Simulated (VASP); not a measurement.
Input:

```
ZnO
1.0
    1.65862    -2.87281     0.00000
    1.65862     2.87281     0.00000
    0.00000     0.00000     5.34502
Zn O
2 2
Direct
  0.66667   0.33333   0.50093
  0.33333   0.66667   0.00093
  0.66667   0.33333   0.88107
  0.33333   0.66667   0.38107
```

Level of theory: revPBE GGA, VASP's PBE PAW potentials (set 64) (plane waves; VASP). Settings: 520 eV cut-off, 9×9×5 Γ-centred mesh, tetrahedra with Blöchl corrections, potentials Zn O.

The cores are frozen, which limits the accuracy of field gradients.

Q: Give the principal components of the electric field gradient (V/Å²) and the asymmetry η at each nucleus.

A: 
| atom | Vxx | Vyy | Vzz | η |
|---|---|---|---|---|
| Zn1 | -2.7 | -2.7 | 5.5 | 0.00 |
| Zn2 | -2.7 | -2.7 | 5.5 | 0.00 |
| O3 | 0.8 | 0.8 | -1.7 | 0.00 |
| O4 | 0.8 | 0.8 | -1.7 | 0.00 |

The compound is ZnO in the wurtzite structure. It was relaxed first, which changed the volume by +7 %.
